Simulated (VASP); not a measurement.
## CsPbCl3: stress against strain

CsPbCl3 (cubic perovskite, Pm-3m, 35.510 Å³/atom and stress up to 0.06 GPa in the relaxed cell, cube axes along x, y and z) under an equal strain ε along x and y, with z held. PBEsol in VASP (plane waves, PAW), 480 eV, 6×6×6 Γ-centred mesh, Gaussian smearing 0.05 eV; ions are relaxed, or left where forces stay under 0.02 eV/Å, within the symmetry of each cell. Stress is positive for a compressed cell.

Here s stands for strain and y for stress xx.

| strain (%) | stress xx (GPa) |
|---|---|
| -1.50 | 1.05 |
| -1.00 | 0.65 |
| -0.50 | 0.28 |
| 0.00 | -0.06 |
| 0.50 | -0.39 |
| 1.00 | -0.69 |
| 1.50 | -0.97 |
| 3.00 | ? |

Q: Fit y against s with a straight line, and predict the withheld value at s = 3.00.

A: Means: s 0, y -0.019. About the means, the sum of products is -4.7050 and the sum of squares of s is 7.0000; the slope is their ratio. Least squares gives y = -0.019 - 0.6721·s. Residuals (row less fit): 0.061, -0.003, -0.037, -0.041, -0.035, 0.001, 0.057; standard error 0.047 (degrees of freedom: 5). The slope gives the elastic constants C11 + C12 = 67 ± 2 GPa (± standard error of the fit, which holds the terms cut off). At the withheld row, y = -0.019 - 0.6721 × 3.0 = -2.035 GPa. The calculation gives -1.70 GPa, 0.335 GPa above the prediction (12.2 % of the range of y in the table). The row lies outside the fitted rows, so this is an extrapolation. From the scatter of the fitted rows alone, a prediction at this place has a standard error of 0.074 GPa, so the miss is 4.5 times that.

A polynomial of degree 2 through the 12 other runs of the series gives -1.68 there, so most of the miss is curvature that the fit leaves out. The primitive cell can neither tilt nor turn polar against its symmetry, as such crystals can under strain. Spin-orbit coupling is left out, which can shift these values for the heavy elements here. CsPbCl3 is here the ideal cubic form; the compound distorts at low or room temperature. Rows are the converged runs of the series near zero and its far end, less any whose ions stayed unrelaxed beside relaxed ones; series whose fitted rows scatter by over a few per cent of the range, as at a crossing or softening among them, aren't shown in this form. Most that stay on the fit to the last digits aren't either.
